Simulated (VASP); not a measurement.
Calculation: MS2 meta-GGA, VASP's PBE PAW potentials (set 64) (plane waves; VASP).

A VASP calculation is set up with these files.

### INCAR
```
SYSTEM  =  CaF2
PREC  =  Accurate; ENCUT  =  520; LREAL  =  .FALSE.
LASPH  =  .TRUE.
EDIFF  =  1E-7; NELM  =  100; ALGO  =  Normal
LMIXTAU  =  .TRUE.
ISMEAR  =  0; SIGMA  =  0.05
METAGGA  =  MS2
ISIF  =  2
LWAVE  =  .FALSE.; LCHARG  =  .FALSE.
```

POSCAR:
```
CaF2
1
    0.0000000000     2.7578242802     2.7578242802
    2.7578242802     0.0000000000     2.7578242802
    2.7578242802     2.7578242802     0.0000000000
Ca F
1 2
Direct
  0.0000000000   0.0000000000   0.0000000000
  0.2500000000   0.2500000000   0.2500000000
  0.7500000000   0.7500000000   0.7500000000
```

### KPOINTS
```
Automatic mesh
0
Gamma
7 7 7
0 0 0
```

POTCAR, in this order: Ca_sv F (PBE.64 set). Program: vasp_std.

### Question
What will the output report for the number of irreducible k-points (NKPTS), largest plane-wave count, number of space-group operations, FFT grid (NGX, NGY, NGZ)?

### Answer

The number of irreducible k-points (NKPTS) is 20, the largest plane-wave count is 1143 and the number of space-group operations is 48. The FFT grid (NGX, NGY, NGZ) is 30 × 30 × 30.

The compound is CaF2 in the fluorite structure. This cell is one point of a volume scan, at 1.03 of the reference volume.
